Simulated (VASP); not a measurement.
An input for Ansatz (written as the equivalent of a VASP run, and not itself run):

Ansatz 0.2 input:
```yaml
crystal:
  lattice:
    - [0.0000000, 2.7164457, 2.7164457]
    - [2.7164457, 0.0000000, 2.7164457]
    - [2.7164457, 2.7164457, 0.0000000]
  atoms:
    - { symbol: Ga, position: [0.0000000, 0.0000000, 0.0000000] }
    - { symbol: P, position: [0.2500000, 0.2500000, 0.2500000] }
kpoints:
  mp_grid: { grid: [9, 9, 9] }
hamiltonian:
  xc: pbesol
  pseudopotentials: { kind: paw }
scf:
  occupations: { method: tetrahedron }
  max_iter: 100
output: { forces: true, stress: true, eigenvalues: true }
```

Q: Translate this input to VASP (INCAR, KPOINTS, POSCAR, choice of POTCAR).

A: One answer among several that fit: 
### INCAR
```
ISIF=2   ! forces and stress, cell fixed
PREC=Accurate
LCHARG=T
LREAL=F
NEDOS=601   ! DOS grid
ALGO=Normal   ! blocked Davidson
SYSTEM=GaP
GGA=PS   ! PBEsol
ENCUT=400   ! plane-wave cut-off (eV)
LWAVE=F
NELM=100   ! most electronic steps
LMAXMIX=4
ISMEAR=-5   ! tetrahedra, Bloechl
LASPH=T
LORBIT=11
EDIFF=1E-7
```

**KPOINTS**
```
Automatic
0
gamma
 9 9 9
0 0 0
```

**POSCAR**
```
GaP
1
   -0.0000000000     2.7164457412     2.7164457412
    2.7164457412    -0.0000000000     2.7164457412
    2.7164457412     2.7164457412    -0.0000000000
Ga P
1 1
Direct
  0.0000000000   0.0000000000   0.0000000000
  0.2500000000   0.2500000000   0.2500000000
```

POTCAR, in this order: Ga_d P (PBE.64 set). Program: vasp_std.

What does not carry over: each code has its own PAW files, so the cut-off isn't converted (ENCUT is set for VASP's; basis.ecutwfc is left out, and Ansatz then takes the one that its files recommend); Ansatz stops its SCF on the density residual and VASP on the energy change (EDIFF).

The structure comes from a measured GaP entry (F-43m) of the Crystallography Open Database, whose conditions weren't checked. It was relaxed first.
